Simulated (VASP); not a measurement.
# Band gap of Cs2AgBiBr6: cutoff, mesh and cell, part 2 of 2

Aim: test what besides the functional moves the gap of Cs2AgBiBr6. The starting structure is a measured crystal structure from the Crystallography Open Database. Cell and atoms stay as given unless a step says otherwise.

VASP 6.6.1.

Results so far: reference 1.109 eV; cell and atoms relaxed by LDA 0.948 eV.

### 4. Bands with no band path

Level of this step: LDA; plane waves and PAW (Bi_d, Cs_sv, Ag, Br) (VASP).

Against step 2 the input has no band path (also changed: NBANDS).

Input file INCAR:

```
SYSTEM = Cs2AgBiBr6
PREC = Accurate
ENCUT = 350
EDIFF = 1E-06
NELM = 100
ISMEAR = 0
SIGMA = 0.03
LREAL = .FALSE.
ALGO = Normal
GGA = CA
NBANDS = 53
LORBIT = 11
LWAVE = .FALSE.
LCHARG = .FALSE.
KPAR = 8
LASPH = .TRUE.
```

Input file POSCAR:

```
Cs2AgBiBr6
1.0
    0.0000000000      5.6161000000      5.6161000000
    5.6161000000      0.0000000000      5.6161000000
    5.6161000000      5.6161000000      0.0000000000
Bi Cs Ag Br
1 2 1 6
Direct
    0.0000000000      0.0000000000      0.0000000000
    0.7500000000      0.7500000000      0.7500000000
    0.2500000000      0.2500000000      0.2500000000
    0.5000000000      0.5000000000      0.5000000000
    0.7494500000      0.7494500000      0.2505500000
    0.2505500000      0.2505500000      0.7494500000
    0.7494500000      0.2505500000      0.2505500000
    0.7494500000      0.2505500000      0.7494500000
    0.2505500000      0.7494500000      0.7494500000
    0.2505500000      0.7494500000      0.2505500000
```

Input file KPOINTS:

```
Automatic mesh
0
Gamma
4 4 4
0 0 0
```

PAW data sets: Bi_d, Cs_sv, Ag and Br (LDA family, release 64).

On the command line:

```console
$ mpirun -np 8 vasp_std
```

The program printed:

```text
[... set-up lines as in an earlier step ...]
 entering main loop
       N       E                     dE             d eps       ncg     rms          rms(c)
DAV:   1     0.584584706471E+03    0.58458E+03   -0.30025E+04   872   0.105E+03
DAV:   2     0.236021778434E+02   -0.56098E+03   -0.54909E+03  1048   0.262E+02
DAV:   3    -0.337547739102E+02   -0.57357E+02   -0.57063E+02  1008   0.101E+02
DAV:   4    -0.353825260044E+02   -0.16278E+01   -0.16239E+01  1003   0.210E+01
[...]
DAV:  11    -0.341681714620E+02   -0.36021E-04   -0.11297E-04   963   0.417E-02    0.130E-02
DAV:  12    -0.341681729670E+02   -0.15050E-05   -0.11061E-05  1035   0.148E-02    0.707E-03
DAV:  13    -0.341681732500E+02   -0.28297E-06   -0.40273E-06   963   0.655E-03
   1 F= -.34168173E+02 E0= -.34168173E+02  d E =-.294406E-24
```

Elapsed: 27 s, on 8 MPI ranks of AMD EPYC 7R43, shared host; peak memory 2.3 GiB; 3.4 min of CPU time.

From OUTCAR (step 4):

```text
  Total       -3.3602054     -3.3602054     -3.3602054      0.0000000     -0.0000000      0.0000000
  in kB      -15.1964422    -15.1964422    -15.1964422      0.0000000     -0.0000000      0.0000000
  external PRESSURE =     -15.1964422 kB  Pullay stress =       0.0000000 kB

 POSITION                                       TOTAL-FORCE (eV/Angst)
 -----------------------------------------------------------------------------------
      0.00000      0.00000      0.00000         0.000000      0.000000     -0.000000
      8.42415      8.42415      8.42415         0.000000      0.000000      0.000000
      2.80805      2.80805      2.80805        -0.000000      0.000000     -0.000000
      5.61610      5.61610      5.61610         0.000000      0.000000      0.000000
      5.61610      5.61610      8.41797         0.000000      0.000000     -0.340973
      5.61610      5.61610      2.81423         0.000000      0.000000      0.340973
      2.81423      5.61610      5.61610         0.340973      0.000000      0.000000
      5.61610      8.41797      5.61610         0.000000     -0.340973      0.000000
      8.41797      5.61610      5.61610        -0.340973      0.000000      0.000000
      5.61610      2.81423      5.61610         0.000000      0.340973      0.000000
 -----------------------------------------------------------------------------------
    total drift:                               -0.000000     -0.000000     -0.000000

  FREE ENERGIE OF THE ION-ELECTRON SYSTEM (eV)
  ---------------------------------------------------
  free  energy   TOTEN  =       -34.1681732500 eV

  energy  without entropy=      -34.1681732500  energy(sigma->0) =      -34.16817325

[... 1 part as in an earlier step ...]

[... 2 further parts left out ...]
[key lines of the parts left out:]
E-fermi :   1.4939
```

With no band path the gap is 1.109 eV, +0.000 eV from the reference, read on the mesh alone.

### 5. Bands with a cutoff of 500 eV

Against step 2 the input has ENCUT = 500.

Changes to INCAR since step 4:

```diff
@@ -2,3 +2,3 @@
 PREC = Accurate
-ENCUT = 350
+ENCUT = 500
 EDIFF = 1E-06
@@ -10,3 +10,3 @@
 GGA = CA
-NBANDS = 53
+NBANDS = 67
 LORBIT = 11
```

POSCAR is that of step 4.

KPOINTS is that of step 4.

Input file KPOINTS_OPT:

```
Line mode
8
Line-mode
Reciprocal
  0.00000000   0.00000000   0.00000000 GAMMA
  0.50000000   0.00000000   0.50000000 X

  0.50000000   0.00000000   0.50000000 X
  0.50000000   0.25000000   0.75000000 W

  0.50000000   0.25000000   0.75000000 W
  0.37500000   0.37500000   0.75000000 K

  0.37500000   0.37500000   0.75000000 K
  0.00000000   0.00000000   0.00000000 GAMMA

  0.00000000   0.00000000   0.00000000 GAMMA
  0.50000000   0.50000000   0.50000000 L

  0.50000000   0.50000000   0.50000000 L
  0.62500000   0.25000000   0.62500000 U

  0.62500000   0.25000000   0.62500000 U
  0.50000000   0.25000000   0.75000000 W

  0.50000000   0.25000000   0.75000000 W
  0.50000000   0.50000000   0.50000000 L

  0.50000000   0.50000000   0.50000000 L
  0.37500000   0.37500000   0.75000000 K

  0.62500000   0.25000000   0.62500000 U
  0.50000000   0.00000000   0.50000000 X
```

On the command line:

```console
$ mpirun -np 8 vasp_std
```

The program printed:

```text
[... set-up lines as in an earlier step ...]
 entering main loop
       N       E                     dE             d eps       ncg     rms          rms(c)
DAV:   1     0.653052745617E+03    0.65305E+03   -0.35344E+04  1072   0.110E+03
DAV:   2     0.396884328933E+02   -0.61336E+03   -0.57906E+03  1283   0.249E+02
DAV:   3    -0.330859880990E+02   -0.72774E+02   -0.72018E+02  1311   0.995E+01
DAV:   4    -0.353835408648E+02   -0.22976E+01   -0.22904E+01  1304   0.208E+01
[...]
DAV:  11    -0.341716635668E+02   -0.28916E-04   -0.11271E-04  1312   0.403E-02    0.123E-02
DAV:  12    -0.341716635662E+02    0.62209E-09   -0.10935E-05  1346   0.156E-02    0.697E-03
DAV:  13    -0.341716636935E+02   -0.12730E-06   -0.26902E-06  1248   0.517E-03
   1 F= -.34171664E+02 E0= -.34171664E+02  d E =-.190539E-11
 Start KPOINTS_OPT (optional k-point list driver)
k-point batch [1-8\80]
       N       E                     dE             ncg
DAV:   1     0.708491303097E+03   -0.60528E+04     1088
DAV:   2    -0.419333200318E+04   -0.49018E+04     1270
DAV:   3    -0.477069514820E+04   -0.57736E+03     1317
DAV:   4    -0.478833826164E+04   -0.17643E+02     1240
DAV:   5    -0.478886105221E+04   -0.52279E+00     1544
DAV:   6    -0.478887254311E+04   -0.11491E-01     1296
DAV:   7    -0.478887333280E+04   -0.78970E-03     1672
DAV:   8    -0.478887333629E+04   -0.34897E-05     1184
DAV:   9    -0.478887333636E+04   -0.70816E-07      904
[...]
k-point batch [73-80\80]
       N       E                     dE             ncg
DAV:   1     0.703551164226E+03   -0.11408E+05     1080
DAV:   2    -0.420829619519E+04   -0.49118E+04     1272
DAV:   3    -0.478495197011E+04   -0.57666E+03     1305
DAV:   4    -0.480287552417E+04   -0.17924E+02     1304
DAV:   5    -0.480338720369E+04   -0.51168E+00     1504
DAV:   6    -0.480339922692E+04   -0.12023E-01     1392
DAV:   7    -0.480339996441E+04   -0.73749E-03     1624
DAV:   8    -0.480339996764E+04   -0.32316E-05     1288
DAV:   9    -0.480339996771E+04   -0.69891E-07     1008
```

Wall time 6.5 min (8 MPI ranks); peak memory 4.2 GiB; 51 min of CPU time.

Parts of OUTCAR (step 5):

```text
  Total       -3.0971139     -3.0971139     -3.0971139     -0.0000000     -0.0000000      0.0000000
  in kB      -14.0066174    -14.0066174    -14.0066174     -0.0000000     -0.0000000      0.0000000
  external PRESSURE =     -14.0066174 kB  Pullay stress =       0.0000000 kB

 POSITION                                       TOTAL-FORCE (eV/Angst)
 -----------------------------------------------------------------------------------
      0.00000      0.00000      0.00000        -0.000000      0.000000     -0.000000
      8.42415      8.42415      8.42415        -0.000000     -0.000000     -0.000000
      2.80805      2.80805      2.80805         0.000000      0.000000     -0.000000
      5.61610      5.61610      5.61610        -0.000000     -0.000000     -0.000000
      5.61610      5.61610      8.41797         0.000000      0.000000     -0.340269
      5.61610      5.61610      2.81423         0.000000      0.000000      0.340269
      2.81423      5.61610      5.61610         0.340269      0.000000     -0.000000
      5.61610      8.41797      5.61610         0.000000     -0.340269     -0.000000
      8.41797      5.61610      5.61610        -0.340269      0.000000     -0.000000
      5.61610      2.81423      5.61610         0.000000      0.340269     -0.000000
 -----------------------------------------------------------------------------------
    total drift:                                0.000000      0.000000     -0.000000

  FREE ENERGIE OF THE ION-ELECTRON SYSTEM (eV)
  ---------------------------------------------------
  free  energy   TOTEN  =       -34.1716636935 eV

  energy  without entropy=      -34.1716636935  energy(sigma->0) =      -34.17166369

[... 1 part as in an earlier step ...]

[... 2 further parts left out ...]
[key lines of the parts left out:]
E-fermi :   1.4155
```

With a cutoff of 500 eV the gap is 1.112 eV, +0.002 eV from the reference.

### 6. Bands with a 6×6×6 mesh

Against step 2 the input has a 6×6×6 mesh.

Changes to INCAR since step 5:

```diff
@@ -2,3 +2,3 @@
 PREC = Accurate
-ENCUT = 500
+ENCUT = 350
 EDIFF = 1E-06
```

POSCAR is that of step 5.

Input file KPOINTS:

```
Automatic mesh
0
Gamma
6 6 6
0 0 0
```

KPOINTS_OPT is that of step 5.

On the command line:

```console
$ mpirun -np 8 vasp_std
```

The program printed:

```text
[... set-up lines as in an earlier step ...]
 entering main loop
       N       E                     dE             d eps       ncg     rms          rms(c)
DAV:   1     0.555856296123E+03    0.55586E+03   -0.29215E+04  2200   0.833E+02
DAV:   2     0.232090075921E+02   -0.53265E+03   -0.50731E+03  2583   0.220E+02
DAV:   3    -0.338285461962E+02   -0.57038E+02   -0.56528E+02  2621   0.855E+01
DAV:   4    -0.353998773282E+02   -0.15713E+01   -0.15681E+01  2597   0.171E+01
[...]
DAV:  11    -0.341700679921E+02   -0.28106E-04   -0.10996E-04  2752   0.391E-02    0.124E-02
DAV:  12    -0.341700679980E+02   -0.59008E-08   -0.10092E-05  2688   0.145E-02    0.701E-03
DAV:  13    -0.341700681247E+02   -0.12668E-06   -0.26514E-06  2504   0.504E-03
   1 F= -.34170068E+02 E0= -.34170068E+02  d E =-.361541E-21
 Start KPOINTS_OPT (optional k-point list driver)
k-point batch [1-16\80]
       N       E                     dE             ncg
DAV:   1    -0.235376839189E+03   -0.16384E+05     2272
DAV:   2    -0.869282135606E+04   -0.84574E+04     2612
DAV:   3    -0.956808802787E+04   -0.87527E+03     2597
DAV:   4    -0.959024368256E+04   -0.22156E+02     2632
DAV:   5    -0.959085497439E+04   -0.61129E+00     3112
DAV:   6    -0.959086553452E+04   -0.10560E-01     2728
DAV:   7    -0.959086612895E+04   -0.59444E-03     3280
DAV:   8    -0.959086613373E+04   -0.47816E-05     2264
DAV:   9    -0.959086613387E+04   -0.13972E-06     1840
[...]
k-point batch [65-80\80]
       N       E                     dE             ncg
DAV:   1    -0.200010114790E+03   -0.20000E+05     2248
DAV:   2    -0.870161652709E+04   -0.85016E+04     2589
DAV:   3    -0.958147481152E+04   -0.87986E+03     2629
DAV:   4    -0.960401264517E+04   -0.22538E+02     2696
DAV:   5    -0.960459134298E+04   -0.57870E+00     3064
DAV:   6    -0.960460444374E+04   -0.13101E-01     2768
DAV:   7    -0.960460526973E+04   -0.82598E-03     3304
DAV:   8    -0.960460527395E+04   -0.42181E-05     2352
DAV:   9    -0.960460527413E+04   -0.18684E-06     1904
```

Wall time 3.2 min (8 MPI ranks); peak memory 3.8 GiB; 25 min of CPU time.

OUTCAR, selected parts (step 6):

```text
  Total       -3.3744710     -3.3744710     -3.3744710      0.0000000     -0.0000000     -0.0000000
  in kB      -15.2609576    -15.2609576    -15.2609576      0.0000000     -0.0000000     -0.0000000
  external PRESSURE =     -15.2609576 kB  Pullay stress =       0.0000000 kB

 POSITION                                       TOTAL-FORCE (eV/Angst)
 -----------------------------------------------------------------------------------
      0.00000      0.00000      0.00000        -0.000000      0.000000     -0.000000
      8.42415      8.42415      8.42415        -0.000000      0.000000      0.000000
      2.80805      2.80805      2.80805        -0.000000      0.000000      0.000000
      5.61610      5.61610      5.61610        -0.000000      0.000000      0.000000
      5.61610      5.61610      8.41797        -0.000000      0.000000     -0.342905
      5.61610      5.61610      2.81423        -0.000000      0.000000      0.342905
      2.81423      5.61610      5.61610         0.342905      0.000000      0.000000
      5.61610      8.41797      5.61610        -0.000000     -0.342905      0.000000
      8.41797      5.61610      5.61610        -0.342905      0.000000      0.000000
      5.61610      2.81423      5.61610        -0.000000      0.342905      0.000000
 -----------------------------------------------------------------------------------
    total drift:                               -0.000000     -0.000000     -0.000000

  FREE ENERGIE OF THE ION-ELECTRON SYSTEM (eV)
  ---------------------------------------------------
  free  energy   TOTEN  =       -34.1700681247 eV

  energy  without entropy=      -34.1700681247  energy(sigma->0) =      -34.17006812

[... 1 part as in an earlier step ...]

[... 2 further parts left out ...]
[key lines of the parts left out:]
E-fermi :   1.4747
```

With a 6×6×6 mesh the gap is 1.110 eV, +0.001 eV from the reference.

### 7. All runs side by side

```tsv
run	gap (eV)	change (eV)	core minutes
reference	1.109	-	24.0
cell and atoms relaxed by LDA	0.948	-0.161	24.4
no band path	1.109	0.0	3.6
a cutoff of 500 eV	1.112	0.002	51.8
a 6×6×6 mesh	1.11	0.001	25.2
```

Core minutes are wall time times ranks of the run shown, on a shared host.

### 8. What came out

```
reference gap                          : 1.109 eV
gap with cell and atoms relaxed by LDA : 0.948 eV
gap with no band path                  : 1.109 eV
gap with a cutoff of 500 eV            : 1.112 eV
gap with a 6×6×6 mesh                  : 1.110 eV
```

**Reading.** Among the runs that read a gap along the path, the one with cell and atoms relaxed by LDA moves it most, by -0.161 eV. On finer settings it changes by +0.002 eV with a cutoff of 500 eV and +0.001 eV with a 6×6×6 mesh. The functional's own error isn't tested here. Further runs on this material are not shown.

[Lines on the potential files, build, host, timing and source positions are cut from VASP's logs without a mark.]

[Logs are printed without paths, hosts, clocks, repeated set-up lines and the standing remarks that a program may print on its own settings, such as how far it seeks lower states.]

[Hosts, paths, dates, database ids (printed as entryN), source tags and the programs' standing remarks are cut or masked in the printed files.]
